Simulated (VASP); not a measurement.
Level of theory: PBE GGA, VASP's PBE PAW potentials (set 64) (plane waves; VASP).

A VASP calculation is set up with these files.

INCAR:
```
! general
SYSTEM   =  ZrGe
PREC     =  Accurate
ENCUT    =  300   ! plane-wave cut-off (eV)
LREAL    =  .FALSE.
LASPH    =  .TRUE.   ! aspherical one-centre terms

! electronic loop
EDIFF    =  1E-6   ! SCF stop (eV)
NELM     =  100   ! most electronic steps
ALGO     =  Normal   ! blocked Davidson
LMAXMIX  =  4

! smearing
ISMEAR   =  -1
SIGMA    =  0.05

! functional
GGA      =  PE   ! PBE

! ions
ISIF     =  2   ! forces and stress, cell fixed

! output
LWAVE    =  .FALSE.
LCHARG   =  .FALSE.
```

**POSCAR**
```
ZrGe
1
    0.0000000000     2.9613700000     2.9613700000
    2.9613700000     0.0000000000     2.9613700000
    2.9613700000     2.9613700000     0.0000000000
Ge Zr
1 1
Direct
 -0.0012490000   0.0020500000  -0.0013150000
  0.5012490000   0.4979500000   0.5013150000
```

**KPOINTS**
```
Regular mesh
0
G
 5 5 5
0 0 0
```

POTCAR, in this order: Ge_d Zr_sv (PBE.64 set). Program: vasp_std.

What VASP printed:

### OSZICAR
```
       N       E                     dE             d eps       ncg     rms          rms(c)
DAV:   1     0.168006493714E+03    0.16801E+03   -0.11051E+04  2249   0.219E+03
DAV:   2     0.311096242381E+01   -0.16490E+03   -0.16222E+03  2143   0.447E+02
DAV:   3    -0.148677244414E+02   -0.17979E+02   -0.17860E+02  3796   0.115E+02
DAV:   4    -0.154379135668E+02   -0.57019E+00   -0.56858E+00  2653   0.167E+01
DAV:   5    -0.154560283206E+02   -0.18115E-01   -0.18108E-01  3556   0.244E+00    0.868E+00
DAV:   6    -0.138922238567E+02    0.15638E+01   -0.65449E+00  3320   0.273E+01    0.210E+00
DAV:   7    -0.138732424289E+02    0.18981E-01   -0.27217E-01  2595   0.564E+00    0.108E+00
DAV:   8    -0.138715268084E+02    0.17156E-02   -0.33494E-02  2964   0.232E+00    0.253E-01
DAV:   9    -0.138717732744E+02   -0.24647E-03   -0.25805E-03  2833   0.640E-01    0.793E-02
DAV:  10    -0.138717910373E+02   -0.17763E-04   -0.34078E-04  3005   0.187E-01    0.211E-02
DAV:  11    -0.138717917114E+02   -0.67407E-06   -0.43961E-05  2542   0.638E-02    0.913E-03
DAV:  12    -0.138717906487E+02    0.10627E-05   -0.24490E-06  2125   0.113E-02    0.188E-03
DAV:  13    -0.138717905894E+02    0.59334E-07   -0.68890E-07  1496   0.561E-03
   1 F= -.13871791E+02 E0= -.13866301E+02  d E =-.109783E-01
```

File OUTCAR:
```
------------------------ aborting loop because EDIFF is reached ----------------------------------------
  FORCE on cell =-STRESS in cart. coord.  units (eV):
  Direction    XX          YY          ZZ          XY          YZ          ZX
  --------------------------------------------------------------------------------------
  Total       -5.3608543     -5.3610148     -5.3608460      0.0020053      0.0021721     -0.0005649
  in kB     -165.3623253   -165.3672762   -165.3620696      0.0618561      0.0670005     -0.0174236
  external PRESSURE =    -165.3638904 kB  Pullay stress =       0.0000000 kB
  volume of cell :       51.94
      direct lattice vectors                 reciprocal lattice vectors
     0.000000000  2.961370000  2.961370000    -0.168840773  0.168840773  0.168840773
     2.961370000  0.000000000  2.961370000     0.168840773 -0.168840773  0.168840773
     2.961370000  2.961370000  0.000000000     0.168840773  0.168840773 -0.168840773
 POSITION                                       TOTAL-FORCE (eV/Angst)
 -----------------------------------------------------------------------------------
      2.96355      5.91515      2.96374        -0.013853      0.048320     -0.015083
      2.95919      2.96896      2.95900         0.013853     -0.048320      0.015083
 -----------------------------------------------------------------------------------
    total drift:                                0.000515     -0.001684      0.000548
  FREE ENERGIE OF THE ION-ELECTRON SYSTEM (eV)
  ---------------------------------------------------
  free  energy   TOTEN  =       -13.8717905894 eV

  energy  without entropy=      -13.8608123267  energy(sigma->0) =      -13.86630146
```
(Selected blocks of OUTCAR.)

At this cut-off the stress carries a Pulay error, which pulls relaxed volumes low.

The structure was generated: ZrGe was put into an ordered model structure, which need not be its known phase. The cell was not relaxed at this level. The k-mesh is coarse (spacing up to 0.37 per Å, 2π included), so the numbers may not be converged in it.
